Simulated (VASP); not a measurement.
# Sn2GeO2 (P-3m1) in VASP: relaxation of cell and atoms with PBE

Aim: the relaxation of cell and atoms of Sn2GeO2 with PBE.

Everything below comes from runs of VASP 6.6.1. Logs are shortened: lines on timing, memory, paths and dates and some standing lists are left out, and cuts for length are marked.

**1. The structure**

The structure is trigonal, space group P-3m1 (No. 164). Conventional cell: a = 3.850 Å, b = 3.850 Å, c = 6.930 Å, α = 90.00°, β = 90.00°, γ = 120.00°. Around Sn (site symmetry 3m) lie 4 O at 2.31 to 2.43 Å. Around Ge (site symmetry -3m) lie 6 Sn at 2.95 Å. O (site symmetry 3m) has 4 Sn at 2.31 to 2.43 Å as nearest neighbours.

The cell was built by a generator and needn't be a form met in nature.

**2. Relaxation of cell and atoms, PBE**

File INCAR:

```
PREC = Normal
ENCUT = 520
EDIFF = 1E-4
ISMEAR = 0
SIGMA = 0.15
LREAL = False
LASPH = True
NELM = 60
ALGO = Fast
ISIF = 3
LWAVE = False
LCHARG = False
GGA = PE
IBRION = 2
NSW = 24
EDIFFG = -0.08
```

File KPOINTS:

```
Automatic mesh
0
Gamma
  4 4 2
```

File POSCAR:

```
Sn2GeO2
1.0
    3.8500000000      0.0000000000      0.0000000000
   -1.9250000000      3.3341978000      0.0000000000
    0.0000000000      0.0000000000      6.9300000000
Sn Ge O
2 1 2
Direct
    0.6666666700      0.3333333300      0.7200000000
    0.3333333300      0.6666666700      0.2800000000
    0.0000000000      0.0000000000      0.0000000000
    0.3333333300      0.6666666700      0.6300000000
    0.6666666700      0.3333333300      0.3700000000
```

Potentials or basis: VASP PAW PBE potentials, release 64 (Sn_d, Ge_d, O).

Command:

```
> cat potpaw_PBE.64/Sn_d/POTCAR potpaw_PBE.64/Ge_d/POTCAR potpaw_PBE.64/O/POTCAR > POTCAR
> mpirun -np 1 vasp_std > vasp.out
```

OUTCAR:

```text
PREC = Normal
   ENCUT = 520
   EDIFF = 1E-4
   ISMEAR = 0
   LREAL = False
   LASPH = True
   NELM = 60
   ISIF = 3
   GGA = PE
   IBRION = 2
   NSW = 24
   EDIFFG = -0.08

 ion  position               nearest neighbor table
   1  0.667  0.333  0.720-   4 2.31   4 2.31   4 2.31   5 2.43   3 2.95   3 2.95   3 2.95
   2  0.333  0.667  0.280-   5 2.31   5 2.31   5 2.31   4 2.43   3 2.95   3 2.95   3 2.95
   3  0.000  0.000  0.000-   1 2.95   2 2.95   2 2.95   1 2.95   1 2.95   2 2.95
   4  0.333  0.667  0.630-   1 2.31   1 2.31   1 2.31   2 2.43
   5  0.667  0.333  0.370-   2 2.31   2 2.31   2 2.31   1 2.43

  LATTYP: Found a hexagonal cell.
 ALAT       =     3.8500000000
 C/A-ratio  =     1.8000000000

  Lattice vectors:

 A1 = (   3.8500000000,   0.0000000000,   0.0000000000)
 A2 = (  -1.9250000000,   3.3341978000,   0.0000000000)
 A3 = (   0.0000000000,   0.0000000000,   6.9300000000)

Analysis of symmetry for initial positions (statically):
=====================================================================
 Subroutine PRICEL returns:
 Original cell was already a primitive cell.

 Routine SETGRP: Setting up the symmetry group for a
 hexagonal supercell.

 Subroutine GETGRP returns: Found 12 space group operations
 (whereof 12 operations were pure point group operations)
 out of a pool of 24 trial point group operations.

The static configuration has the point symmetry D_3d.

Analysis of symmetry for dynamics (positions and initial velocities):
=====================================================================
 Subroutine PRICEL returns:
 Original cell was already a primitive cell.

 Routine SETGRP: Setting up the symmetry group for a
 hexagonal supercell.

 Subroutine GETGRP returns: Found 12 space group operations
 (whereof 12 operations were pure point group operations)
 out of a pool of 24 trial point group operations.

The dynamic configuration has the point symmetry D_3d.

 Subroutine INISYM returns: Found 12 space group operations
 (whereof 12 operations are pure point group operations),
 and found     1 'primitive' translations

----------------------------------------------------------------------------------------

                                     Primitive cell

  volume of cell :      88.9581

  direct lattice vectors                    reciprocal lattice vectors
     3.850000000  0.000000000  0.000000000     0.259740260  0.149961109  0.000000000
    -1.925000000  3.334197800  0.000000000     0.000000000  0.299922218  0.000000000
     0.000000000  0.000000000  6.930000000     0.000000000  0.000000000  0.144300144

  length of vectors
     3.850000000  3.849999996  6.930000000     0.299922218  0.299922218  0.144300144

  position of ions in fractional coordinates (direct lattice)
     0.666666670  0.333333330  0.720000000
     0.333333330  0.666666670  0.280000000
     0.000000000  0.000000000  0.000000000
     0.333333330  0.666666670  0.630000000
     0.666666670  0.333333330  0.370000000

  ion indices of the primitive-cell ions
   primitive index   ion index
                 1           1
                 2           2
                 3           3
                 4           4
                 5           5

----------------------------------------------------------------------------------------

 KPOINTS: Automatic mesh

Automatic generation of k-mesh.
 Grid dimensions read from file:
 generate k-points for:    4    4    2

 Generating k-lattice:

  Cartesian coordinates                     Fractional coordinates (reciprocal lattice)
     0.064935065  0.037490277  0.000000000     0.250000000  0.000000000  0.000000000
     0.000000000  0.074980555  0.000000000     0.000000000  0.250000000  0.000000000
     0.000000000  0.000000000  0.072150072     0.000000000  0.000000000  0.500000000

  Length of vectors
     0.074980554  0.074980555  0.072150072

  Shift w.r.t. Gamma in fractional coordinates (k-lattice)
     0.000000000  0.000000000  0.000000000

 Subroutine IBZKPT returns following result:
 ===========================================

 Found      8 irreducible k-points:

 Following reciprocal coordinates:
            Coordinates               Weight
  0.000000  0.000000  0.000000      1.000000
  0.250000 -0.000000  0.000000      6.000000
  0.500000 -0.000000  0.000000      3.000000
  0.250000  0.250000  0.000000      6.000000
  0.000000  0.000000  0.500000      1.000000
  0.250000 -0.000000  0.500000      6.000000
  0.500000 -0.000000  0.500000      3.000000
  0.250000  0.250000  0.500000      6.000000
   k-points           NKPTS =      8   k-points in BZ     NKDIM =      8   number of bands    NBANDS=     32
   number of dos      NEDOS =    301   number of ions     NIONS =      5
   total plane-waves  NPLWV =  23040
   dimension x,y,z NGX =    24 NGY =   24 NGZ =   40
   dimension x,y,z NGXF=    48 NGYF=   48 NGZF=   80
   ions per type =               2   1   2
   NGX,Y,Z   is equivalent  to a cutoff of  10.36, 10.36,  9.60 a.u.
   NGXF,Y,Z  is equivalent  to a cutoff of  20.73, 20.73, 19.19 a.u.
 SYSTEM =  unknown system
   PREC   = normal    normal or accurate (medium, high low for compatibility)
   ISTART =      0    job   : 0-new  1-cont  2-samecut
   ICHARG =      2    charge: 1-file 2-atom 10-const
   ISPIN  =      1    spin polarized calculation?
   LNONCOLLINEAR =      F non collinear calculations
   LSORBIT =      F    spin-orbit coupling
   LASPH  =      T    aspherical Exc in radial PAW
   ENCUT  =  520.0 eV  38.22 Ry    6.18 a.u.   7.16  7.16 12.89*2*pi/ulx,y,z
   NELM   =     60;   NELMIN=  2; NELMDL= -5     # of ELM steps
   EDIFF  = 0.1E-03   stopping-criterion for ELM
   LREAL  =      F    real-space projection
   EDIFFG = -.8E-01   stopping-criterion for IOM
   NSW    =     24    number of steps for IOM
   IBRION =      2    ionic relax: 0-MD 1-quasi-New 2-CG
   NFREE  =      1    steps in history (QN), initial steepest desc. (CG)
   ISIF   =      3    stress and relaxation
   ISYM   =      2    0-nonsym 1-usesym 2-fastsym
   POTIM  = 0.5000    time-step for ionic-motion
   TEBEG  =    0.0;   TEEND  =   0.0 temperature during run
   PSTRESS=    0.0 pullay stress
   NELECT =      54.0000    total number of electrons
   NUPDOWN=      -1.0000    fix difference up-down
   EMIN   =  10.00;   EMAX   =-10.00  energy-range for DOS
   EFERMI =   0.00;   METHOD = LEGACY
   ISMEAR =     0;   SIGMA  =   0.15  broadening in eV -4-tet -1-fermi 0-gaus
   EFERMI_NEDOS =   21; number of points for ismear=-14 and -15
   IALGO  =     68    algorithm
   IMIX   =      4    mixing-type and parameters
     AMIX     =   0.40;   BMIX     =  1.00
     AMIX_MAG =   1.60;   BMIX_MAG =  1.00
  volume/ion in A,a.u.               =      17.79       120.06
  Fermi-wavevector in a.u.,A,eV,Ry     =   1.386152  2.619448 26.142485  1.921418
  Thomas-Fermi vector in A             =   2.510495
   LORBIT       =      0    0 simple, 1 ext, 2 COOP (PROOUT), +10 PAW based schemes
   GGA     = PE    functional components
   LHFCALC =     F    Hartree Fock is set to
   AEXX    =    0.0000 exact exchange contribution
   IVDW    =     0    specifies the selected vdW correction
   LEPSILON=     F    determine dielectric tensor
   LRPA    =     F    only Hartree local field effects (RPA)
 conjugate gradient relaxation of ions
 non-spin polarized calculation
 RMM-DIIS sequential band-by-band and
 Gauss-broadening in eV      SIGMA  =   0.15
  energy-cutoff  :      520.00
  volume of cell :       88.96
 maximum number of plane-waves:      2412
   NGX = 15   NGY = 15   NGZ = 25

--------------------------------------- Ionic step        1  -------------------------------------------

 number of electron      54.0000023 magnetization

 Free energy of the ion-electron system (eV)
  ---------------------------------------------------
  ext. energy  EPLUGINS =         0.00000000
  ---------------------------------------------------
  free energy    TOTEN  =       -25.07475830 eV

  energy without entropy =      -25.02261470  energy(sigma->0) =      -25.04868650

------------------------ aborting loop because EDIFF is reached ----------------------------------------

  FORCE on cell =-STRESS in cart. coord.  units (eV):
  Direction    XX          YY          ZZ          XY          YZ          ZX
  --------------------------------------------------------------------------------------
  -------------------------------------------------------------------------------------
  Total       -2.2211328     -2.2211328     -0.4684775      0.0000000      0.0000000      0.0000000
  in kB      -40.0036660    -40.0036658     -8.4375039      0.0000000      0.0000000      0.0000000
  external PRESSURE =     -29.4816119 kB  Pullay stress =       0.0000000 kB
[... 98 lines left out ...]
  FREE ENERGIE OF THE ION-ELECTRON SYSTEM (eV)
  ---------------------------------------------------
  free  energy   TOTEN  =       -25.2054912376 eV

  energy  without entropy=      -25.1534704680  energy(sigma->0) =      -25.17948085

[... ionic steps 4 to 7 ...]

--------------------------------------- Ionic step        8  -------------------------------------------

 number of electron      53.9999919 magnetization

------------------------ aborting loop because EDIFF is reached ----------------------------------------

  FORCE on cell =-STRESS in cart. coord.  units (eV):
  Direction    XX          YY          ZZ          XY          YZ          ZX
  --------------------------------------------------------------------------------------
  -------------------------------------------------------------------------------------
  Total       -0.4620963     -0.4620963      0.2323252      0.0000000      0.0000000      0.0000000
  in kB       -8.2655082     -8.2655082      4.1555968      0.0000000      0.0000000      0.0000000
  external PRESSURE =      -4.1251399 kB  Pullay stress =       0.0000000 kB
[... 63 lines left out ...]
  energy  without entropy=      -25.4200657974  energy(sigma->0) =      -25.43368832

--------------------------------------- Ionic step       10  -------------------------------------------

 number of electron      53.9999931 magnetization

 Free energy of the ion-electron system (eV)
  ---------------------------------------------------
  ext. energy  EPLUGINS =         0.00000000
  ---------------------------------------------------
  free energy    TOTEN  =       -25.45214024 eV

  energy without entropy =      -25.42631763  energy(sigma->0) =      -25.43922894

 E-fermi :   7.5359     XC(G=0): -10.5508

 val. band max:        7.3804427458   @ k =   0.2500  -0.0000   0.5000
 cond. band min:       7.5847516773   @ k =   0.2500   0.2500   0.5000
 fundamental gap:      0.2043089315
 Fermi energy:         7.5359328087

 k-point     1 :       0.0000    0.0000    0.0000
  band No.  band energies     occupation
      1     -17.6150      2.00000
      2     -17.6150      2.00000
      3     -17.5670      2.00000
      4     -17.5670      2.00000
      5     -17.5514      2.00000
      6     -14.9671      2.00000
[... 301 lines left out ...]
  FREE ENERGIE OF THE ION-ELECTRON SYSTEM (eV)
  ---------------------------------------------------
  free  energy   TOTEN  =       -25.4521402449 eV

  energy  without entropy=      -25.4263176263  energy(sigma->0) =      -25.43922894

 reached required accuracy - stopping structural energy minimisation
```

It took 50 s on 1 thread of Intel Xeon 6975P-C (Granite Rapids), shared host; peak memory 0.17 GiB.

Results:

* Free energy: -25.4521 eV
* Relaxed volume: 17.84 Å³/atom
* Relaxed cell: a = 3.720 Å, b = 3.720 Å, c = 7.444 Å, α = 90.00°, β = 90.00°, γ = 120.00°
* Space group after relaxing (to 0.05 Å): P-3m1 (No. 164)
* Energy gained by relaxing: 75.5 meV/atom
* Ionic steps: 10
* Pressure after relaxing: -0.4 GPa
* Largest force after relaxing: 0.023 eV/Å
* Band gap on the k mesh: none (metal or under the smearing width)

Forces on the atoms (eV/Å):
```
Sn   0.000  0.000  0.023
Sn   0.000  0.000 -0.023
Ge   0.000  0.000  0.000
O    0.000  0.000  0.009
O    0.000  0.000 -0.009
```

Step by step:
```
step  energy change (eV)  largest force (eV/Å)  pressure (GPa)  volume (Å³)
   1              0.0000                0.9089           -2.95        88.96
   2             -0.1282                0.7008            2.40        84.80
   3             -0.1307                0.6974            3.22        84.22
   4             -0.2510                0.4227            2.76        85.46
   5             -0.3469                0.2485            2.02        87.14
   6             -0.3532                0.4110            2.00        87.74
   7             -0.3565                0.2544           -2.38        91.35
   8             -0.3725                0.0646           -0.41        89.57
   9             -0.3726                0.0601           -0.61        89.62
  10             -0.3774                0.0233           -0.38        89.19
```

Final structure:
```yaml
crystal:
  lattice:
    - [3.71953, 0.00000, 0.00000]
    - [-1.85976, 3.22121, 0.00000]
    - [0.00000, 0.00000, 7.44440]
  atoms:
    - { symbol: Sn, position: [0.66667, 0.33333, 0.70003] }
    - { symbol: Sn, position: [0.33333, 0.66667, 0.29997] }
    - { symbol: Ge, position: [0.00000, 0.00000, 0.00000] }
    - { symbol: O, position: [0.33333, 0.66667, 0.60496] }
    - { symbol: O, position: [0.66667, 0.33333, 0.39504] }
```

Caveat: the k mesh is coarse (spacing up to 0.47 Å⁻¹), so the values aren't converged; the relaxation stopped at a loose force limit of 0.08 eV/Å, so its end isn't a converged minimum.
